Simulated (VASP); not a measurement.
Crystal: AlSn.

```
CELL_PARAMETERS angstrom
4.30720 0.00000 0.00000
-2.15360 3.73014 0.00000
0.00000 0.00000 3.39278
ATOMIC_POSITIONS crystal
Al 0.00000 0.00000 0.00000
Sn 0.33333 0.66667 0.50000
```

The cell comes from a database or a generator and needn't be the stable form of this composition.

The cell isn't the ideal one: cell and atoms relaxed from 1.08 times the given volume.

```yaml
Program: VASP 6.6.1
Task: relaxation of cell and atoms
Functional: PBE
Potentials_or_basis: VASP PAW PBE potentials, release 64 (Al, Sn_d)
Cutoff: 600 eV
k_mesh: 9 × 9 × 10
Occupations: fermi-dirac, width 0.05 eV
Spin: no spin polarisation
```

At the start: pressure -3.4 GPa; volume 27.25 Å³/atom.

**Question.** Where does the relaxation end?

**Answer.** Over 10 steps the energy falls by 26.9 meV/atom and the volume is 25.25 Å³/atom (-7.4 %); space group P-6m2 (No. 187, to 0.05 Å).

The path:
| step | energy change (eV) | largest force (eV/Å) | pressure (GPa) | volume (Å³) |
| --- | --- | --- | --- | --- |
| 1 | 0.0000 | 0.0000 | -3.41 | 54.51 |
| 2 | -0.0531 | 0.0000 | 0.46 | 50.05 |
| 3 | -0.0536 | 0.0000 | 0.06 | 50.43 |
| 4 | -0.0536 | 0.0000 | -0.07 | 50.50 |
| 5 | -0.0536 | 0.0000 | -0.06 | 50.54 |
| 6 | -0.0537 | 0.0000 | -0.11 | 50.62 |
| 7 | -0.0537 | 0.0000 | -0.10 | 50.60 |
| 8 | -0.0537 | 0.0000 | 0.09 | 50.47 |
| 9 | -0.0537 | 0.0000 | -0.02 | 50.51 |
| 10 | -0.0537 | 0.0000 | 0.02 | 50.50 |

Final structure:
```
CELL_PARAMETERS angstrom
4.23572 0.00000 0.00000
-2.11786 3.66824 0.00000
0.00000 0.00000 3.25010
ATOMIC_POSITIONS crystal
Al 0.00000 0.00000 0.00000
Sn 0.33333 0.66667 0.50000
```
